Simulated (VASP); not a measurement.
Input of a VASP 6.6.1 run:

Contents of INCAR:

```
ALGO = Fast ; EDIFF = 1E-6
ENCUT = 520 ; GGA = PE
ISIF = 2 ; ISMEAR = 0
IVDW = 2 ; LASPH = True
LCHARG = False ; LORBIT = 11
LREAL = False ; LWAVE = False
NELM = 80 ; PREC = Accurate
SIGMA = 0.01
```

File KPOINTS:

```
k-points
0
Gamma
  1 1 1
```

POSCAR

```
SbCl2F
1.0
   12.0000000000      0.0000000000      0.0000000000
    0.0000000000     11.0000000000      0.0000000000
    0.0000000000      0.0000000000     12.0000000000
F Sb Cl
1 1 2
Direct
    0.3779750000      0.4534772700      0.6199166700
    0.4833333300      0.5678590900      0.5657666700
    0.6241916700      0.4269318200      0.5329833300
    0.4117250000      0.5768863600      0.3857500000
```

Potentials or basis: VASP PAW PBE potentials, release 64 (F, Sb, Cl).

The run is started by

```bash
$ cat potpaw_PBE.64/F/POTCAR potpaw_PBE.64/Sb/POTCAR potpaw_PBE.64/Cl/POTCAR > POTCAR
$ mpirun -np 1 vasp_gam > vasp.out
```

(1) Predict the Hirshfeld charges.

(2) What does it give for the dispersion energy per atom?

(3) What does it give for the gap between the frontier levels?

(4) Predict the largest force.

Results:

(1) F -0.24; Sb +0.54; Cl -0.15 e.

(2) -0.005 eV.

(3) 4.93 eV.

(4) 0.929 eV/Å.

Caveat: spin-orbit coupling is left out, which moves the levels of the heavy elements.
